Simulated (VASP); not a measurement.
Output of a VASP run:

### OSZICAR
```
       N       E                     dE             d eps       ncg     rms          rms(c)
DAV:   1     0.194744318391E+03    0.19474E+03   -0.14649E+04  2808   0.211E+03
DAV:   2    -0.131236807372E+02   -0.20787E+03   -0.20100E+03  2804   0.372E+02
DAV:   3    -0.236820004835E+02   -0.10558E+02   -0.96932E+01  3028   0.112E+02
DAV:   4    -0.239075457133E+02   -0.22555E+00   -0.22401E+00  3232   0.152E+01
DAV:   5    -0.239145990789E+02   -0.70534E-02   -0.70523E-02  3440   0.252E+00    0.194E+01
DAV:   6    -0.245868674820E+02   -0.67227E+00   -0.69264E+01  3160   0.136E+02    0.201E+01
DAV:   7    -0.199821628146E+02    0.46047E+01   -0.19416E+01  3096   0.730E+01    0.270E+00
DAV:   8    -0.199648777107E+02    0.17285E-01   -0.41603E-01  3024   0.578E+00    0.160E+00
DAV:   9    -0.199453464363E+02    0.19531E-01   -0.51378E-02  3600   0.337E+00    0.849E-01
DAV:  10    -0.199471995831E+02   -0.18531E-02   -0.23223E-03  3352   0.580E-01    0.765E-01
DAV:  11    -0.199493122125E+02   -0.21126E-02   -0.32666E-02  3400   0.314E+00    0.595E-01
DAV:  12    -0.199514752537E+02   -0.21630E-02   -0.30210E-03  3184   0.101E+00    0.350E-01
DAV:  13    -0.199522469154E+02   -0.77166E-03   -0.49899E-04  3564   0.333E-01    0.192E-01
DAV:  14    -0.199525228129E+02   -0.27590E-03   -0.47370E-04  3444   0.344E-01    0.230E-02
DAV:  15    -0.199525269367E+02   -0.41238E-05   -0.41406E-05  3124   0.824E-02    0.135E-02
DAV:  16    -0.199525274350E+02   -0.49835E-06   -0.16900E-06  3096   0.226E-02    0.513E-03
DAV:  17    -0.199525271950E+02    0.24005E-06   -0.23947E-07  2244   0.800E-03    0.554E-03
DAV:  18    -0.199525275326E+02   -0.33764E-06   -0.65544E-07  2776   0.145E-02    0.145E-03
DAV:  19    -0.199525275640E+02   -0.31360E-07   -0.43757E-08  1572   0.320E-03
   1 F= -.19952528E+02 E0= -.19952324E+02  d E =-.610615E-03  mag=     0.7212
```

OUTCAR:
```
------------------------ aborting loop because EDIFF is reached ----------------------------------------
  FORCE on cell =-STRESS in cart. coord.  units (eV):
  Direction    XX          YY          ZZ          XY          YZ          ZX
  --------------------------------------------------------------------------------------
  Total        3.2357773      3.2357773      3.2357773     -0.0000000      0.0000000     -0.0000000
  in kB      118.3474441    118.3474441    118.3474441     -0.0000000      0.0000000     -0.0000000
  external PRESSURE =     118.3474441 kB  Pullay stress =       0.0000000 kB
  volume of cell :       43.81
      direct lattice vectors                 reciprocal lattice vectors
     3.525143304  0.000000000  0.000000000     0.283676411  0.000000000  0.000000000
     0.000000000  3.525143304  0.000000000     0.000000000  0.283676411  0.000000000
     0.000000000  0.000000000  3.525143304     0.000000000  0.000000000  0.283676411
 POSITION                                       TOTAL-FORCE (eV/Angst)
 -----------------------------------------------------------------------------------
      0.00000      0.00000      0.00000         0.000000      0.000000      0.000000
      0.00000      1.76257      1.76257         0.000000      0.000000      0.000000
      1.76257      0.00000      1.76257         0.000000      0.000000      0.000000
      1.76257      1.76257      0.00000         0.000000      0.000000      0.000000
 -----------------------------------------------------------------------------------
    total drift:                                0.000000      0.000000      0.000000
  FREE ENERGIE OF THE ION-ELECTRON SYSTEM (eV)
  ---------------------------------------------------
  free  energy   TOTEN  =       -19.9525275640 eV

  energy  without entropy=      -19.9519169488  energy(sigma->0) =      -19.95232403

 total charge

# of ion       s       p       d       tot
------------------------------------------
    1        0.416   0.406   0.000   0.822
    2        0.505   0.544   8.388   9.437
    3        0.505   0.544   8.388   9.437
    4        0.505   0.544   8.388   9.437
--------------------------------------------------
tot          1.929   2.037  25.165  29.131

 magnetization (x)

# of ion       s       p       d       tot
------------------------------------------
    1       -0.001  -0.009   0.000  -0.010
    2       -0.004  -0.012   0.273   0.258
    3       -0.004  -0.012   0.273   0.258
    4       -0.004  -0.012   0.273   0.258
--------------------------------------------------
tot         -0.012  -0.043   0.820   0.765
```
(Selected blocks of OUTCAR.)

### POSCAR
```
Ni3Al
1
    3.5251433040     0.0000000000     0.0000000000
    0.0000000000     3.5251433040     0.0000000000
    0.0000000000     0.0000000000     3.5251433040
Al Ni
1 3
Direct
  0.0000000000   0.0000000000   0.0000000000
  0.0000000000   0.5000000000   0.5000000000
  0.5000000000   0.0000000000   0.5000000000
  0.5000000000   0.5000000000   0.0000000000
```

Reconstruct the remaining input files.

Several could match; the one computed here: the input of the run itself, RPBE GGA, plane waves, VASP's PBE PAW potentials (set 64).

**INCAR**
```
# general
SYSTEM  = Ni3Al
PREC    = Accurate
ENCUT   = 520
LREAL   = .False.
LASPH   = .True.

# electronic loop
EDIFF   = 1E-7
NELM    = 100
ALGO    = Normal
LMAXMIX = 4

# smearing
ISMEAR  = 1
SIGMA   = 0.1

# functional
GGA     = RP

# spin
ISPIN   = 2
MAGMOM  = -0.0 0.3 0.3 0.3

# ions
ISIF    = 2

# output
LWAVE   = .False.
LCHARG  = .False.
LORBIT  = 10
```

File KPOINTS:
```
Automatic mesh
0
Gamma
9 9 9
0 0 0
```

POTCAR, in this order: Al Ni (PBE.64 set). Program: vasp_std.

The compound is Ni3Al in the L1_2 structure. This cell is one point of a volume scan, at 0.94 of the reference volume.
